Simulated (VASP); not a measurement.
Consider the following.

```
CELL_PARAMETERS angstrom
      3.24802     0.00000     0.00000
      0.00000     3.24802     0.00000
      0.00000     0.00000     3.24802
ATOMIC_POSITIONS crystal
  In 0.50000 0.50000 0.50000
  Pd 0.00000 0.00000 0.00000
```

Method: PBEsol GGA, VASP's PBE PAW potentials (set 64) (plane waves; VASP). Settings: 500 eV cut-off, 11×11×11 Γ-centred mesh, first-order Methfessel-Paxton smearing of 0.10 eV, potentials In_d Pd.

Unless said otherwise, spin-orbit coupling is left out, though it shifts the bands of the heavy elements here.

Estimate the energy per atom (σ→0), band gap (on the k-mesh) with the smallest direct gap where there is one.

| Quantity | Result |
|---|---|
| band gap (on the k-mesh) | none (metal, semimetal or under 0.01 eV) |
| energy per atom (σ→0) | -5.002 eV/atom |

Total energies compare only between runs with the same potentials, cut-off and functional.

The compound is PdIn in the CsCl type structure. It was relaxed first. The electron count is odd and the run is not spin-polarised, which forces a metal.
